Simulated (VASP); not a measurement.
Given:

```
BN
1.0
    0.00000     1.81300     1.81300
    1.81300     0.00000     1.81300
    1.81300     1.81300     0.00000
B N
1 1
Direct
  0.00000   0.00000   0.00000
  0.75000   0.75000   0.75000
```

Calculation: PBE GGA, VASP's PBE PAW potentials (set 64) (plane waves; VASP). Run with 500 eV cut-off, 10×10×10 Γ-centred mesh, Gaussian smearing of 0.050 eV, potentials B N.

Task: Estimate the energy per atom (σ→0), band gap (on the k-mesh) with the smallest direct gap where there is one.

Result: 
```
Item                                          Value
-----------------------------------  --------------
band gap (on the k-mesh)                    4.45 eV
smallest direct gap (on the k-mesh)         8.78 eV
energy per atom (σ→0)                -8726 meV/atom
```

Total energies compare only between runs with the same potentials, cut-off and functional.

The structure comes from a computed database's BN entry (F-43m); how it stands against other phases isn't given here. The cell was not relaxed at this level.
